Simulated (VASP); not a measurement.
Here is the system:

```
CELL_PARAMETERS angstrom
      1.36549    -2.36510     0.00000
      1.36549     2.36510     0.00000
      0.00000     0.00000     4.30623
ATOMIC_POSITIONS crystal
  Os 0.33333 0.66667 0.25000
  Os 0.66667 0.33333 0.75000
```

Level of theory: PBEsol GGA, VASP's PBE PAW potentials (set 64) (plane waves; VASP). Run with 480 eV cut-off, 14×14×8 Γ-centred mesh, first-order Methfessel-Paxton smearing of 0.10 eV, potentials Os.

Unless said otherwise, spin-orbit coupling is left out, though it shifts the bands of the heavy elements here.

Problem. Predict the energy per atom (σ→0), band gap (on the k-mesh) with the smallest direct gap where there is one.

Solution. 
```yaml
band gap (on the k-mesh): none (metal, semimetal or under 0.01 eV)
energy per atom (σ→0): -12.239 eV/atom
```

Only differences to runs with the same potentials and settings are physical.

The compound is Os in the hcp structure. It was relaxed first.
